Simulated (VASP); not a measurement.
```
Ho
1.0
    3.16148     0.00000     0.00000
    0.00000     3.16148     0.00000
    0.00000     0.00000     3.16148
Ho
1
Cartesian
  0.00000   0.00000   0.00000
```

Method: PBEsol GGA, VASP's PBE PAW potentials (set 64) (plane waves; VASP). Settings: 480 eV cut-off, 10×10×10 Γ-centred mesh, first-order Methfessel-Paxton smearing of 0.10 eV, potentials Ho_3.

The 4f electrons are frozen in the core of the lanthanide potential, so 4f levels, which can set the real gap, and their magnetism are missing.

Stress in GPa, positive for a compressed cell; the cube axes lie along x, y and z, and the ions stay on their sites.

```tsv
strain	σxx	σyy	σzz
none	0.00	0.00	0.00
εzz = -1.0 %	0.07	0.07	0.90
εxx = -0.5 %, εyy = -0.5 %, εzz = -0.5 %	0.54	0.54	0.54
εxx = -1.0 %, εyy = -1.0 %, εzz = -1.0 %	1.10	1.10	1.10
εxx = +1.5 %, εyy = +1.5 %, εzz = +1.5 %	-1.43	-1.43	-1.43
```

Q: Fit C11 and C12 to these rows, and predict the stress for εxx = -3.0 %, εyy = -3.0 %, εzz = -3.0 %.

A: Least squares on Δσ_i = −C11 ε_i − C12 (ε_j + ε_k) over all components shown gives C11 = 89 GPa and C12 = 6 GPa, and so σxx, σyy, σzz = 3.02, 3.02, 3.02 GPa. The run gave 3.33, 3.33, 3.33 GPa; the difference holds the non-linear terms and numerical noise.

Left out are shears, moved atoms, failed runs and, from the fit, strains over 2.5 %.

The structure was generated: Ho was put into the simple-cubic type (Pm-3m), which need not be its known phase.
